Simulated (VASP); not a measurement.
VASP, PAW. Band gap of KF (rock salt) (no spin-orbit coupling).  The mesh is coarse and the basis finite, so the quasiparticle values are not converged.

| level | band gap (eV) |
|---|---|
| PBE0 (PBE cell) | 8.70 |
| evGW0@PBE (starting cell) | 10.45 |

### Question
Estimate the band gap from SCAN (own cell), Hartree-Fock (PBE cell), B3LYP (PBE cell) and from experiment.

### Answer

The SCAN (own cell) is 6.88 eV, the Hartree-Fock (PBE cell) comes out as 17.15 eV and the B3LYP (PBE cell) is 8.15 eV. The measured is 10.90 eV (as given by David Koller et al., Journal of Physics Condensed Matter (2013), arXiv:1304.4470).

Only levels that ran to the end are used. Left out are those held back, those with too coarse a band path, GW runs whose mesh misses a band edge, hybrids' fits of cells that aren't cubic and levels without matching references; a question may draw on a part of the rest.

The compound is KF in the rock salt structure.
